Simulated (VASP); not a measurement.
Energy against volume of AuZn (CsCl type). Method: revTPSS meta-GGA, VASP's PBE PAW potentials (set 64) (plane waves; VASP). Settings: 520 eV cut-off, 12×12×12 Γ-centred mesh, first-order Methfessel-Paxton smearing of 0.10 eV, potentials Zn Au.

```tsv
V (Å³/atom)	E (eV/atom)
14.252	20.80735
14.707	20.78145
15.162	20.77116
15.617	20.77400
```

Fit these four points and predict the energy of the run at 16.072 Å³/atom.

A cubic in V^(−2/3), the third-order Birch-Murnaghan form, passes through the four points with V0 = 15.28 Å³/atom and B0 = 148 GPa, and gives 20.7879 eV/atom there. The run gave 20.7875 eV/atom, -0.3 meV/atom from the fit; all five points give B0 = 146 GPa.

The compound is AuZn in the CsCl type structure. It was relaxed first.
